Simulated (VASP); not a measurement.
Runs of VASP 6.6.1 on O2CH. The cell holds a molecule in a box, 4 atoms: a = 12.501 Å, b = 13.001 Å, c = 13.501 Å, α = 90.00°, β = 90.00°, γ = 90.00°. 

| task | level | potentials or basis | cell | cutoff (eV) | atoms held fixed (from 0) | moment (μB) | largest force (eV/Å) |
| --- | --- | --- | --- | --- | --- | --- | --- |
| single point | LDA | VASP PAW LDA potentials, release 64 (O, C, H) | as given | 400 | - | 1.00 | (b) |
| single point | PBEsol | VASP PAW PBE potentials, release 64 (O, C, H) | as given | 400 | - | 1.00 | 0.30 |
| single point | PBE | VASP PAW PBE potentials, release 64 (O, C, H) | as given | 400 | - | 1.00 | 0.02 |
| single point | rev-vdW-DF2 | VASP PAW PBE potentials, release 64 (O, C, H) | as given | 400 | - | 1.00 | (a) |
| single point | PBE+D3 | VASP PAW PBE potentials, release 64 (O, C, H) | as given | 400 | - | 1.00 | 0.04 |
| single point | PBE+D3(BJ) | VASP PAW PBE potentials, release 64 (O, C, H) | as given | 520 | - | 1.00 | 0.04 |
| single point | RPBE+D3(BJ) | VASP PAW PBE potentials, release 64 (O, C, H) | as given | 400 | - | 1.00 | 0.38 |
| single point | PBE+D4 | VASP PAW PBE potentials, release 64 (O, C, H) | as given | 400 | - | 1.00 | 0.02 |
| single point | RPBE | VASP PAW PBE potentials, release 64 (O, C, H) | as given | 400 | - | 1.00 | 0.42 |
| relaxation of the atoms | PBE+D3(BJ) | VASP PAW PBE potentials, release 64 (O, C, H) | atoms relaxed | 400 | [0] | 1.00 | - |
| single point | optB86b-vdW | VASP PAW PBE potentials, release 64 (O, C, H) | as given | 400 | - | 1.00 | 0.09 |

Alike in all rows: spin collinear, ferromagnetic start; fixed moment (μB) 1; k mesh 1 × 1 × 1; smearing gaussian 0.01 eV.

Estimate the missing entries.

(a) 0.07; (b) 0.83.

Caveats: the standard files for N, O and F lose accuracy on very short bonds; the total moment is fixed, so each spin has its own Fermi level; the PAW data sets were made with another functional, which shifts forces and pressure a little (some runs).
